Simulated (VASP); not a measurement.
Output of a VASP run:

OSZICAR:
```
       N       E                     dE             d eps       ncg     rms          rms(c)
DAV:   1     0.651797843962E+02    0.65180E+02   -0.48787E+03   384   0.743E+02
DAV:   2    -0.165864213437E+01   -0.66838E+02   -0.63209E+02   496   0.196E+02
DAV:   3    -0.539778147938E+01   -0.37391E+01   -0.37239E+01   508   0.435E+01
DAV:   4    -0.559411139676E+01   -0.19633E+00   -0.19625E+00   656   0.894E+00
DAV:   5    -0.559544807564E+01   -0.13367E-02   -0.13367E-02   508   0.735E-01    0.362E+00
DAV:   6    -0.551986306310E+01    0.75585E-01   -0.11054E-01   460   0.218E+00    0.255E+00
DAV:   7    -0.551813753393E+01    0.17255E-02   -0.13251E-01   468   0.213E+00    0.791E-01
DAV:   8    -0.552218523138E+01   -0.40477E-02   -0.14702E-02   504   0.865E-01    0.103E-01
DAV:   9    -0.552261056622E+01   -0.42533E-03   -0.68534E-04   488   0.184E-01    0.722E-02
DAV:  10    -0.552284298190E+01   -0.23242E-03   -0.21701E-04   464   0.956E-02    0.216E-02
DAV:  11    -0.552286691493E+01   -0.23933E-04   -0.38539E-05   468   0.383E-02    0.117E-02
DAV:  12    -0.552286613181E+01    0.78312E-06   -0.45252E-06   468   0.174E-02
   1 F= -.55228661E+01 E0= -.55228661E+01  d E =-.343932E-10
```

**OUTCAR**
```
------------------------ aborting loop because EDIFF is reached ----------------------------------------
  FORCE on cell =-STRESS in cart. coord.  units (eV):
  Direction    XX          YY          ZZ          XY          YZ          ZX
  --------------------------------------------------------------------------------------
  Total        0.7375761      0.7375761      0.7375761     -0.0000000     -0.0000000     -0.0000000
  in kB       14.2115339     14.2115339     14.2115339     -0.0000000     -0.0000000     -0.0000000
  external PRESSURE =      14.2115339 kB  Pullay stress =       0.0000000 kB
  volume of cell :       83.15
      direct lattice vectors                 reciprocal lattice vectors
     0.000000000  3.464300000  3.464300000    -0.144329302  0.144329302  0.144329302
     3.464300000  0.000000000  3.464300000     0.144329302 -0.144329302  0.144329302
     3.464300000  3.464300000  0.000000000     0.144329302  0.144329302 -0.144329302
  FREE ENERGIE OF THE ION-ELECTRON SYSTEM (eV)
  ---------------------------------------------------
  free  energy   TOTEN  =        -5.5228661318 eV

  energy  without entropy=       -5.5228661318  energy(sigma->0) =       -5.52286613
```
(Selected blocks of OUTCAR.)

### POSCAR
```
KI
1
    0.0000000000     3.4643000000     3.4643000000
    3.4643000000     0.0000000000     3.4643000000
    3.4643000000     3.4643000000     0.0000000000
K I
1 1
Direct
  0.0000000000   0.0000000000   0.0000000000
  0.5000000000   0.5000000000   0.5000000000
```

**Question.** Write an INCAR and KPOINTS that could have produced this output.

**Answer.** Several could match; the one computed here: the input of the run itself, PBE GGA, plane waves, VASP's PBE PAW potentials (set 64).

KPOINTS:
```
Automatic mesh
0
G
 6 6 6
0 0 0
```

INCAR:
```
! general
SYSTEM  = KI
PREC    = Accurate
ENCUT   = 300
LREAL   = .FALSE.   ! projection in real space or not
LASPH   = .TRUE.   ! aspherical one-centre terms

! electronic loop
EDIFF   = 1E-6
NELM    = 100   ! most electronic steps
ALGO    = Normal
LMAXMIX = 4   ! l cut-off of mixed one-centre charges

! smearing
ISMEAR  = -1
SIGMA   = 0.05

! functional
GGA     = PE   ! PBE

! ions
ISIF    = 2   ! forces and stress, cell fixed

! output
LWAVE   = .FALSE.
LCHARG  = .FALSE.
```

POTCAR, in this order: K_sv I (PBE.64 set). Program: vasp_std.

At this cut-off the stress carries a Pulay error, which pulls relaxed volumes low.

The structure is a typed KI crystal. The cell was not relaxed at this level, and its volume differs by -5.9 % from the start's.
